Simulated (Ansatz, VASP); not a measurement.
## TePtS (1T-PtSTe monolayer): VASP beside Ansatz

One calculation is typed for both programs; each brings its own data sets. How far apart do they land? Of the first pair: The structure shown is the start of the Ansatz relaxation below; VASP solves that cell, so the two are compared at the walk's first step.

Main program and level: Ansatz 0.2.0; plane waves, with VASP 6.6.1 beside it; single point at PBE with D3(BJ).

### 1. The starting structure

The cell holds 3 atoms: 1 Te, 1 Pt and 1 S. Cell: a = 3.795 Å, b = 3.795 Å, c = 35.638 Å, α = 90.0°, β = 90.0°, γ = 120.0°. Vacuum lies along c.

### 2. Ansatz: relaxation, PBE with D3(BJ)

Ansatz runs on its default PAW (the set named soft_2) files.

The two programs are compared at the cell with which this relaxation starts, whose forces are those of its first step.

The input, input.yaml:

```yaml
crystal:
  lattice:
    - [3.795, 0.0, 0.0]
    - [-1.8975, 3.2865664074, 0.0]
    - [0.0, 0.0, 35.638276561]
  atoms:
    - { symbol: Te, position: [0.6666666667, 0.3333333333, 0.4671943092] }
    - { symbol: Pt, position: [0.0, 0.0, 0.5077083158] }
    - { symbol: S, position: [0.3333333333, 0.6666666667, 0.5328056908] }
  periodic: [true, true, false]
kpoints:
  mp_grid: { grid: [12, 12, 1] }
hamiltonian:
  xc: pbe
  dispersion: d3bj
scf:
  occupations: { method: fermi_dirac, width: 0.05 }
  convergence: { dr2_threshold: 1.0e-09 }
relax:
  f_tol: 0.004
  max_steps: 90
  cell: {}
output:
  write_potential: true
  write_density: true
  volumetric_format: npy
```

The run is started by

```console
$ ansatz run input.yaml --threads 2 --pin off --max-ram 3072MiB --backend cpu --events-out ev --progress --plain --runs-dir out
```

Numbers of over 12 decimals in the logs are rounded to 6 here.

The log of the run:

```text
Warning: relax.cell: scf.convergence.dr2_threshold = 1e-9 eV is looser than the 1.97066250367e-10 eV advised for a relaxation that steers and ends on the stress (1e-10 eV for each atom of the cell: 3, times the square of relax.cell.stress_2d_tol = 0.05 N/m over 12.3 Å (the atoms' height at the walk's start and 5 Å past either face), 4.052e-2 GPa, over a crystal's default 0.05). What an SCF threshold leaves in a stress goes as its square root, and in the free energy as the threshold itself, and one threshold admits the most on a small cell: [figures from the program's tests cut] Set scf.convergence.dr2_threshold to 1.97066250367e-10 eV or tighter. [rest of the remark cut]
Engine: ansatz 0.2.0, aarch64-unknown-linux-gnu
Pseudopotentials: kind: paw
Pseudopotential: Te, paw, valence charge 16, recommended cutoff 420 eV (normal), Te.paw.azcp
Pseudopotential: Pt, paw, valence charge 18, recommended cutoff 420 eV (normal), Pt.paw.azcp
Pseudopotential: S, paw, valence charge 6, recommended cutoff 420 eV (normal), S.paw.azcp
Functional definition: PBE
  parameter kappa = 0.804
  parameter beta = 0.066725
  exchange = pbe_x(kappa = kappa, mu = beta*pi^2/3)
  correlation = pbe_c(beta = beta)
Crystal: 3 atoms, lattice volume = 444.499 Å³
Basis set: ecut = 420 eV, 8687 PW (Γ), exchange–correlation on 54×54×480 points (8 copies of the dense FFT grid, shifted against one another)
Bands: 24, of which v1, the nominal top of the filled ones, is band 20 counted from 1 (19 counted from 0)
Symmetry: 6 space group operations
Space group: P3m1 (ITA 156), of the structure as read, at distance tolerance 7.6e-5 Å
k-points: 19 of 144 (time reversal used)
Non-local potential: Te, projectors of the file, l = 0: 2, l = 1: 2, l = 2: 2, l = 3: 2
Non-local potential: Pt, projectors of the file, l = 0: 3, l = 1: 2, l = 2: 2, l = 3: 1
Non-local potential: S, projectors of the file, l = 0: 2, l = 1: 2, l = 2: 2
PAW form: soft (Blöchl's): semilocal exchange-correlation on the pseudo side does not see the compensation charge
PAW one-centre angular grid: Te, 590 points (default); XC on 64 Gauss nodes
PAW one-centre angular grid: Pt, 590 points (default); XC on 64 Gauss nodes
PAW one-centre angular grid: S, 110 points (default); XC on 64 Gauss nodes
Initial density: superposition of atomic densities (neutral atoms: chi_scale 0, normalization atom), corrected by the library's trained network
Initial wavefunctions: pseudopotential atomic-orbital guess
Functional: x = pbe(κ = 0.804, μ = 0.219515), c = pbe(β = 0.066725)
SCF iter   1: F=—  HF=-20406.393550 eV  |F-HF|=—  |Δ(HF+E_count)|=         —  Δρ=1.68e-3  dr2=2.43e-2  ethr=1.77e-3  ⟨swp⟩=17.3  Hψ=4133  notcnv=0
preconditioner: auto → LDOS  [insulator: Δε(μ)=0.307 eV  Ē_g=8.671 eV  σ=0.050 eV  W_gap=0.86  n_scr=20 (ndim 8)  ℏωp=8.3 eV  f_vac=0.819  D(μ)=0.16/eV (n_scr^D=2)  ε∞_Penn≈1.9  β→1.0]
SCF iter   2: F=—  HF=-20406.398484 eV  |F-HF|=—  |Δ(HF+E_count)|=   4.93e-3  Δρ=1.43e-3  dr2=5.38e-2  ethr=6.07e-5  ⟨swp⟩=4.7  Hψ=1327  notcnv=0
SCF iter   3: F=—  HF=-20406.392187 eV  |F-HF|=—  |Δ(HF+E_count)|=   6.30e-3  Δρ=6.04e-4  dr2=1.28e-2  ethr=6.07e-5  ⟨swp⟩=3.9  Hψ=1010  notcnv=0
SCF iter   4: F=—  HF=-20406.390925 eV  |F-HF|=—  |Δ(HF+E_count)|=   1.26e-3  Δρ=1.91e-4  dr2=4.26e-4  ethr=3.20e-5  ⟨swp⟩=2.3  Hψ=676  notcnv=0
SCF iter   5: F=—  HF=-20406.390860 eV  |F-HF|=—  |Δ(HF+E_count)|=   6.46e-5  Δρ=4.20e-5  dr2=8.92e-6  ethr=1.07e-6  ⟨swp⟩=3.3  Hψ=1006  notcnv=0
SCF iter   6: F=—  HF=-20406.390828 eV  |F-HF|=—  |Δ(HF+E_count)|=   3.25e-5  Δρ=1.86e-5  dr2=2.39e-6  ethr=2.23e-8  ⟨swp⟩=3.5  Hψ=1074  notcnv=0
SCF iter   7: F=—  HF=-20406.390896 eV  |F-HF|=—  |Δ(HF+E_count)|=   6.87e-5  Δρ=4.70e-6  dr2=3.80e-7  ethr=5.97e-9  ⟨swp⟩=2.9  Hψ=794  notcnv=0
SCF iter   8: F=—  HF=-20406.390896 eV  |F-HF|=—  |Δ(HF+E_count)|=   6.80e-9  Δρ=1.69e-6  dr2=8.98e-9  ethr=9.50e-10  ⟨swp⟩=3.4  Hψ=903  notcnv=0
SCF iter   9: F=-20406.390896 eV  HF=-20406.390896 eV  |F-HF|=4.03e-9  |Δ(HF+E_count)|=   2.40e-8  Δρ=4.77e-7  dr2=8.07e-10  ethr=2.50e-12  ⟨swp⟩=10.5  Hψ=4227  notcnv=0
SCF 1 converged in 9 iterations: F = -20406.390896 eV  dr2 = 8.07e-10
  greatest PAW one-centre occupation: 1.000 electrons in one spin orbital (limit 2), on the Pt atom at site 1 (counted from 0), in its partial waves of l = 0
[...]
SCF iter   2: F=—  HF=-20406.783010 eV  |F-HF|=—  |Δ(HF+E_count)|=   7.00e-6  Δρ=1.58e-4  dr2=1.43e-4  ethr=4.37e-7  ⟨swp⟩=2.8  Hψ=753  notcnv=0
SCF iter   3: F=—  HF=-20406.782986 eV  |F-HF|=—  |Δ(HF+E_count)|=   2.42e-5  Δρ=8.78e-5  dr2=1.84e-5  ethr=3.57e-7  ⟨swp⟩=2.5  Hψ=665  notcnv=0
SCF iter   4: F=—  HF=-20406.782965 eV  |F-HF|=—  |Δ(HF+E_count)|=   2.13e-5  Δρ=4.92e-5  dr2=8.62e-5  ethr=4.61e-8  ⟨swp⟩=3.0  Hψ=812  notcnv=0
SCF iter   5: F=—  HF=-20406.782963 eV  |F-HF|=—  |Δ(HF+E_count)|=   2.12e-6  Δρ=8.45e-6  dr2=3.85e-7  ethr=4.61e-8  ⟨swp⟩=2.4  Hψ=610  notcnv=0
SCF iter   6: F=—  HF=-20406.783016 eV  |F-HF|=—  |Δ(HF+E_count)|=   5.36e-5  Δρ=3.46e-6  dr2=3.25e-8  ethr=9.62e-10  ⟨swp⟩=3.4  Hψ=981  notcnv=0
SCF iter   7: F=—  HF=-20406.783016 eV  |F-HF|=—  |Δ(HF+E_count)|=   1.51e-8  Δρ=1.02e-6  dr2=9.05e-9  ethr=8.13e-11  ⟨swp⟩=2.9  Hψ=989  notcnv=0
SCF iter   8: F=-20406.783016 eV  HF=-20406.783016 eV  |F-HF|=7.64e-11  |Δ(HF+E_count)|=  2.15e-10  Δρ=3.91e-7  dr2=8.58e-10  ethr=2.50e-12  ⟨swp⟩=9.9  Hψ=3923  notcnv=0
SCF 5 converged in 8 iterations: F = -20406.783016 eV  dr2 = 8.58e-10
relax step   5: F+E_penalty+E_count = -20406.78301629 eV  Δ(F+E_penalty+E_count) = -6.223e-4 eV  max|allowed force component| = 7.850e-3 eV/Å  Δτ_max = 0.0054 Å  P = -0.024 N/m  Ω = 437.415 Å³  energy of the carried Pulay correction = +2.643e-4 eV  fix = [c, alpha, beta]  reactions: c -0.000 N/m  (8 SCF iters, accepted)
[...]
relax step   6: F+E_penalty+E_count = -20406.78302412 eV  Δ(F+E_penalty+E_count) = -7.836e-6 eV  max|allowed force component| = 4.538e-4 eV/Å  Δτ_max = 0.0004 Å  P = -0.001 N/m  Ω = 437.323 Å³  energy of the carried Pulay correction = +2.678e-4 eV  fix = [c, alpha, beta]  reactions: c -0.000 N/m  (7 SCF iters, accepted)
[...]
relax step   7: F+E_penalty+E_count = -20406.78277973 eV  Δ(F+E_penalty+E_count) = +2.444e-4 eV  max|allowed force component| = 3.905e-4 eV/Å  Δτ_max = 0.0000 Å  P = -0.003 N/m  Ω = 437.323 Å³  fix = [c, alpha, beta]  reactions: c -0.000 N/m  stress off target by 2.51e-3 N/m on what of the cell is left free  SCF on the basis re-selected at this cell (its energy is not comparable with the rows above)  (7 SCF iters)
basis re-selected at this cell: Δ(F+E_penalty+E_count) = +2.444e-4 eV, ΔP = -0.002 N/m vs the last step (what re-selecting the basis moved, of the pressure what is left beyond the Pulay correction that the steps carried, after the strain that the cell walked since its last selection, with what the two solves' SCF thresholds leave and, on support functions, any second-order correction that the steps lacked; it is no m [...]
SCF converged after 7 iterations
an eigenvalue changed by more than its tolerance at an iteration that met the thresholds in force, so the SCF went on 1 time: the last check found none over its tolerance
Free energy (F): -20406.782780 eV
Harris-Foulkes:  -20406.782780 eV  (|F-HF|=1.42e-10)
Internal energy: -20406.782756 eV  (E = F + TS)
E sigma→0 (E₀):  -20406.782768 eV
Entropy (-TS):   -0.000024 eV (-0.008 meV/atom)
Fermi energy:    -5.027184 eV
--- Per-component energies (eV) ---
  E_band       = -1205.721416
  E_kinetic    = 924.084223
  E_local      = -93934.315464  (includes V_loc(G=0)·N_el)
  E_nonlocal   = -82.954355
  E_hartree    = 46527.558104
  E_xc         = -482.833143
  E_vxc        = -493.920158  (∫ρ·V_xc dr)
  E_paw        = -14716.652449  (= ΣΔE_a)
  E_vpaw       = -673.731861  (= ΣTr[D̂ρ^β])
  E_aug_tail   = 0.000021  (compensation charges beyond the density's cutoff)
  E_ewald      = 41359.261574
  E_disp       = -0.931267  (pairwise vdW)
  E_smearing   = -0.000024  (= −TS)
  E_closure    = -0.000000  (closes the sum)
  Σ components = -20406.782780   (vs F -20406.782780, Δ=0.00e0)
--- Forces (eV/Å), atoms counted from 1 ---
  atom   1  Te     0.00000000     0.00000000     0.00035469
  atom   2  Pt     0.00000000    -0.00000000     0.00003739
  atom   3  S      0.00000000     0.00000000    -0.00038967
  max |Σ_I F_I| component: 2.41e-6 eV/Å
--- 2D stress c σ (N/m, compression-positive) ---
       -0.002508      -0.000000      -0.000000
       -0.000000      -0.002508      -0.000000
       -0.000000      -0.000000      -0.000000
  P = ½ c Tr σ = -0.0025 N/m
--- Band table (eV; the first three rows and the last of 19) ---
  k-point 0: bands = [... 16 lower, -7.2810, -5.9926, -5.5299, -5.5299, -2.5948, -2.5948, -1.6084, -0.6347]
  k-point 1: bands = [... 16 lower, -7.3602, -6.0848, -5.5468, -5.5467, -3.1271, -2.7291, -1.4328, -0.4740]
  k-point 2: bands = [... 16 lower, -7.6520, -6.2182, -5.6654, -5.5344, -4.0147, -2.9721, -1.0347, -0.1241]
  k-point 18: bands = [... 16 lower, -8.5792, -7.6300, -6.9371, -6.5132, -4.6380, -3.3801, -0.4018, 1.4402]
  the weakly bound empty levels are not read free of the cell's end (no_gap_told)
--- Relaxed structure (6 steps of the walk, 6 accepted, 1 SCFs on fresh bases) ---
  F+E_penalty+E_count = -20406.78277973 eV   max|allowed force component| = 3.905e-4 eV/Å   (the final SCF, on the basis selected at the relaxed cell)
  cell:  # Å, volume = 437.3229 Å³
    - [3.764241, -2.2765972285831553e-18, 0]
    - [-1.882121, 3.259929, 0]
    - [0, 0, 35.638276561]
  atoms:
    - { symbol: Te, position: [0.666667, 0.333333, 0.464004] }
    - { symbol: Pt, position: [0, 0, 0.505006] }
    - { symbol: S, position: [0.333333, 0.666667, 0.538699] }
```

### 3. VASP: single point, PBE with D3(BJ), start cell, pair 1

The same cell, functional, mesh and smearing now go to VASP, with its own data sets.

Lines of VASP's logs that name or quote its potential files are left out, and so is its time.

The input, INCAR:

```
SYSTEM = TePtS
PREC = Accurate
ENCUT = 400
EDIFF = 1E-06
NELM = 120
ISMEAR = -1
SIGMA = 0.05
LREAL = .FALSE.
ALGO = Normal
GGA = PE
IVDW = 12
NBANDS = 17
LASPH = .TRUE.
LORBIT = 11
LWAVE = .FALSE.
LCHARG = .FALSE.
ISIF = 2
LDIPOL = .TRUE.
IDIPOL = 3
DIPOL = 0.5 0.5 0.503
LVHAR = .TRUE.
GGA_COMPAT = .FALSE.
EFERMI = MIDGAP
NELMDL = -8
```

The input, POSCAR:

```
TePtS
1.0
    3.7950000000      0.0000000000      0.0000000000
   -1.8975000000      3.2865660000      0.0000000000
    0.0000000000      0.0000000000     35.6382770000
Te Pt S
1 1 1
Direct
    0.6666666667      0.3333333333      0.4671943035
    0.0000000000      1.0000000000      0.5077082991
    0.3333333334      0.6666666666      0.5328056965
```

The input, KPOINTS:

```
Automatic mesh
0
Gamma
12 12 1
0 0 0
```

Potentials, in the order of the species: Te, Pt and S (PBE family, release 64).

The run is started by

```console
$ mpirun -np 1 vasp_std
```

The log of the run:

```text
[banner, memory and clock lines left out]
running    1 mpi-ranks, on    1 nodes
 distrk:  each k-point on    1 cores,    1 groups
 distr:  one band on    1 cores,    1 groups

 POSCAR found type information on POSCAR TePtS
 POSCAR found :  3 types and       3 ions
 LDA part: xc-table for (Slater+PW92), standard interpolation
 POSCAR, INCAR and KPOINTS ok, starting setup
 FFT: planning ... GRIDC
 FFT: planning ... GRID_SOFT
 FFT: planning ... GRID
 WAVECAR not read
 entering main loop
       N       E                     dE             d eps       ncg     rms          rms(c)
DAV:   1     0.168773095336E+03    0.16877E+03   -0.55687E+03   646   0.707E+02
DAV:   2     0.665978361055E+01   -0.16211E+03   -0.15216E+03  1150   0.140E+02
DAV:   3    -0.144798874790E+02   -0.21140E+02   -0.21020E+02   868   0.677E+01
DAV:   4    -0.148464839116E+02   -0.36660E+00   -0.36580E+00   853   0.112E+01
DAV:   5    -0.148559957340E+02   -0.95118E-02   -0.95044E-02  1035   0.176E+00
DAV:   6    -0.148562786444E+02   -0.28291E-03   -0.28289E-03   946   0.238E-01
DAV:   7    -0.148562817763E+02   -0.31319E-05   -0.31322E-05  1025   0.236E-02
DAV:   8    -0.148562818134E+02   -0.37103E-07   -0.37052E-07   754   0.273E-03    0.165E+01
DAV:   9    -0.139359432143E+02    0.92034E+00   -0.54104E+00   879   0.205E+01    0.107E+01
DAV:  10    -0.138884678252E+02    0.47475E-01   -0.15538E+00   853   0.117E+01    0.376E+00
DAV:  11    -0.138023739860E+02    0.86094E-01   -0.27241E-01   874   0.499E+00    0.839E-01
DAV:  12    -0.138000527308E+02    0.23213E-02   -0.44882E-02   903   0.123E+00    0.258E-01
DAV:  13    -0.138002779701E+02   -0.22524E-03   -0.35111E-03   805   0.363E-01    0.235E-01
DAV:  14    -0.138004422732E+02   -0.16430E-03   -0.70189E-04   888   0.153E-01    0.118E-01
[...]
DAV:  18    -0.138007857172E+02   -0.10148E-03   -0.17585E-05   734   0.152E-02    0.686E-03
DAV:  19    -0.138008073668E+02   -0.21650E-04   -0.16845E-06   681   0.596E-03    0.210E-03
DAV:  20    -0.138008597373E+02   -0.52371E-04   -0.69192E-06   667   0.737E-03    0.220E-03
DAV:  21    -0.138008825924E+02   -0.22855E-04   -0.23713E-06   643   0.373E-03    0.966E-04
DAV:  22    -0.138008867609E+02   -0.41685E-05   -0.18028E-07   697   0.137E-03    0.580E-04
DAV:  23    -0.138008922826E+02   -0.55216E-05   -0.16476E-07   616   0.107E-03    0.411E-04
DAV:  24    -0.138008966716E+02   -0.43891E-05   -0.20715E-07   618   0.930E-04    0.366E-04
DAV:  25    -0.138008974614E+02   -0.78980E-06   -0.14716E-08   692   0.368E-04
   1 F= -.14738284E+02 E0= -.14737071E+02  d E =-.242700E-02
```

Parts of OUTCAR (step 3):

```text
ion  position               nearest neighbor table
   1  0.667  0.333  0.467-   2 2.62   2 2.62   2 2.62   3 3.20   3 3.20   3 3.20
   2  0.000  0.000  0.508-   3 2.37   3 2.37   3 2.37   1 2.62   1 2.62   1 2.62
   3  0.333  0.667  0.533-   2 2.37   2 2.37   2 2.37   1 3.20   1 3.20   1 3.20

  LATTYP: Found a hexagonal cell.
 ALAT       =     3.7950000000
 C/A-ratio  =     9.3908503294

 Subroutine GETGRP returns: Found  6 space group operations
 (whereof  6 operations were pure point group operations)

The static configuration has the point symmetry C_3v.

 Found     19 irreducible k-points:

   k-points           NKPTS =     19   k-points in BZ     NKDIM =     19   number of bands    NBANDS=     17

   dimension x,y,z NGX =    28 NGY =   28 NGZ =  240
   dimension x,y,z NGXF=    56 NGYF=   56 NGZF=  480

   ENCUT  =  400.0 eV  29.40 Ry    5.42 a.u.   6.19  6.19 58.12*2*pi/ulx,y,z

   NELECT =      22.0000    total number of electrons

 k-points in reciprocal lattice and weights: Automatic mesh
   0.00000000  0.00000000  0.00000000       0.007
   0.08333333  0.00000000  0.00000000       0.042
   0.16666667  0.00000000  0.00000000       0.042
   0.25000000  0.00000000  0.00000000       0.042
   0.33333333  0.00000000  0.00000000       0.042
   0.41666667 -0.00000000  0.00000000       0.042
   0.50000000  0.00000000  0.00000000       0.021
   0.08333333  0.08333333  0.00000000       0.042
   0.16666667  0.08333333  0.00000000       0.083
[...]
0.33333333  0.25000000  0.00000000       0.083
   0.33333333  0.33333333  0.00000000       0.014

 dipolmoment           0.000000      0.000000      0.104535 electrons x Angstroem

 average (electrostatic) potential at core
       1 -98.1989       2 -78.1046       3 -95.1670

 E-fermi :  -3.0304

 k-point     1 :       0.0000    0.0000    0.0000
  band No.  band energies     occupation
    ...
      7      -7.0135      2.00000
      8      -5.4475      2.00000
      9      -3.7991      2.00000
     10      -3.6879      2.00000
     11      -3.6879      2.00000
     12      -0.5928      0.00000
     13      -0.5928      0.00000
     14       0.1332      0.00000
     15       1.1158      0.00000
     16       1.3797      0.00000
    ...

 k-point     2 :       0.0833    0.0000    0.0000
  band No.  band energies     occupation
    ...
      7      -7.0648      2.00000
      8      -5.4843      2.00000
      9      -4.2037      2.00000
     10      -3.7390      2.00000
     11      -3.4840      1.99977
     12      -1.1083      0.00000
     13      -0.7385      0.00000
     14       0.3436      0.00000
     15       1.2532      0.00000
     16       1.5459      0.00000
    ...

 k-point     3 :       0.1667    0.0000    0.0000
  band No.  band energies     occupation
    ...
      7      -7.1849      2.00000
      8      -5.7657      2.00000
      9      -4.5802      2.00000
     10      -3.9559      2.00000
     11      -3.3268      1.99468
     12      -2.0129      0.00000
     13      -0.9784      0.00000
     14       0.7498      0.00000
     15       1.5669      0.00000
     16       1.7947      0.00000
    ...

 Edisp (eV)   -0.93739

  Total       3.04000     3.04000     2.99916     0.00000     0.00000     0.00000
  in kB      10.95754    10.95753    10.81033     0.00000     0.00000     0.00000
  external pressure =       10.91 kB  Pullay stress =        0.00 kB

  energy-cutoff  :      400.00
  volume of cell :      444.50
      direct lattice vectors                 reciprocal lattice vectors
     3.795000000  0.000000000  0.000000000     0.263504611  0.152134477  0.000000000
    -1.897500000  3.286566000  0.000000000     0.000000000  0.304268954  0.000000000
     0.000000000  0.000000000 35.638277000     0.000000000  0.000000000  0.028059718

 POSITION                                       TOTAL-FORCE (eV/Angst)
 -----------------------------------------------------------------------------------
      1.89750      1.09552     16.65000        -0.000000     -0.000000     -0.478550
      0.00000      0.00000     18.09385        -0.000000     -0.000000     -2.125043
      0.00000      2.19104     18.98828         0.000000      0.000000      2.603593
 -----------------------------------------------------------------------------------
    total drift:                               -0.000000      0.000002      0.000162

  FREE ENERGIE OF THE ION-ELECTRON SYSTEM (eV)
  ---------------------------------------------------
  free  energy   TOTEN  =       -14.7382841479 eV

  energy  without entropy=      -14.7358571468  energy(sigma->0) =      -14.73707065

 vacuum level on the upper side and lower side of the slab         2.597         1.079

 total charge
# of ion       s       p       d       tot
------------------------------------------
    1        1.395   1.930   0.065   3.390
    2        0.701   0.779   8.076   9.556
    3        1.350   2.296   0.000   3.646
--------------------------------------------------
tot          3.446   5.004   8.141  16.591

[... 3 further parts left out ...]
```

### 4. Differences

Known differences besides the potentials themselves: Ansatz cuts the interaction across the vacuum, VASP repeats the sheet with a dipole correction; the data sets hold 40 valence electrons in Ansatz (on its default PAW (the set named soft_2) files) and 22 in VASP; the cutoff is 420 eV in Ansatz and 400 eV in VASP. Total energies have different zeros and are not compared.

Forces (eV/Å; atoms numbered as in POSCAR):

| atom | Ansatz x, y, z | VASP x, y, z |
| --- | --- | --- |
| Te1 | 0.000, 0.000, -0.516 | 0.000, 0.000, -0.479 |
| Pt2 | 0.000, 0.000, -2.115 | 0.000, 0.000, -2.125 |
| S3 | 0.000, 0.000, 2.631 | 0.000, 0.000, 2.604 |

The forces differ by 16 meV/Å r.m.s., which is 1.4 % of the r.m.s. force of 1.132 eV/Å (both taken over all components). With vacuum in the cell, a pressure given here is an average over mostly empty space and none of the material.

(Part 1 of 2 ends here.)

[Lines on the potential files, build, host, timing and source positions are cut from VASP's logs without a mark.]

[Logs are printed without paths, hosts, clocks, repeated set-up lines and the standing remarks that a program may print on its own settings, such as how far it seeks lower states.]

[Hosts, paths, dates, database ids (printed as entryN), source tags and the programs' standing remarks are cut or masked in the printed files.]
